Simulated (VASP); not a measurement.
OSZICAR of a VASP run on FePt (space group P4/mmm):

### OSZICAR
```
       N       E                     dE             d eps       ncg     rms          rms(c)
DAV:   1     0.589519086608E+02    0.58952E+02   -0.64110E+03  2040   0.812E+02
DAV:   2    -0.144731477297E+02   -0.73425E+02   -0.65685E+02  1976   0.189E+02
DAV:   3    -0.159265752317E+02   -0.14534E+01   -0.14412E+01  2480   0.324E+01
DAV:   4    -0.159418827671E+02   -0.15308E-01   -0.15305E-01  2200   0.290E+00
DAV:   5    -0.159423266930E+02   -0.44393E-03   -0.44392E-03  2512   0.533E-01    0.180E+01
DAV:   6    -0.169268117485E+02   -0.98449E+00   -0.11565E+01  2104   0.682E+01    0.214E+01
DAV:   7    -0.149413905254E+02    0.19854E+01   -0.88218E+00  2400   0.640E+01    0.824E+00
DAV:   8    -0.148589734514E+02    0.82417E-01   -0.39180E-01  2320   0.906E+00    0.398E+00
DAV:   9    -0.148143302200E+02    0.44643E-01   -0.44482E-02  2768   0.402E+00    0.210E+00
DAV:  10    -0.147957781749E+02    0.18552E-01   -0.35940E-02  2576   0.385E+00    0.501E-01
DAV:  11    -0.147961630134E+02   -0.38484E-03   -0.27431E-03  2232   0.546E-01    0.226E-01
DAV:  12    -0.147962199662E+02   -0.56953E-04   -0.23602E-04  2280   0.197E-01    0.694E-02
DAV:  13    -0.147962348023E+02   -0.14836E-04   -0.33510E-05  2192   0.715E-02    0.355E-02
DAV:  14    -0.147962338052E+02    0.99702E-06   -0.10404E-05  2584   0.584E-02    0.133E-02
DAV:  15    -0.147962342346E+02   -0.42931E-06   -0.97859E-07  1552   0.139E-02
   1 F= -.14796234E+02 E0= -.14790900E+02  d E =-.106692E-01  mag=     3.2614
```

Q: Which electronic solver shows in the log?

A: It is blocked Davidson (ALGO = Normal, or the opening steps of other solvers). The INCAR had ALGO = Normal.

Q: How was spin treated?

A: Collinear spin (ISPIN = 2): the summary line carries one mag value, 3.26 μB in the cell.

Q: Can the final energy be trusted as converged?

A: The calculation finished and met its thresholds. It stopped with EDIFF = 1E-6, NELM = 100 (PBE GGA, plane waves, VASP's PBE PAW potentials (set 64)).   The run has a spin-polarised start.

The structure comes from a computed database's FePt entry; how it stands against other phases isn't given here. The cell was not relaxed at this level. The k-mesh is coarse (spacing up to 0.43 per Å, 2π included), so the numbers may not be converged in it. The run is one of a series of settings (KPOINTS 6×6×4 Γ-centred mesh against the base run), some of them coarse on purpose.
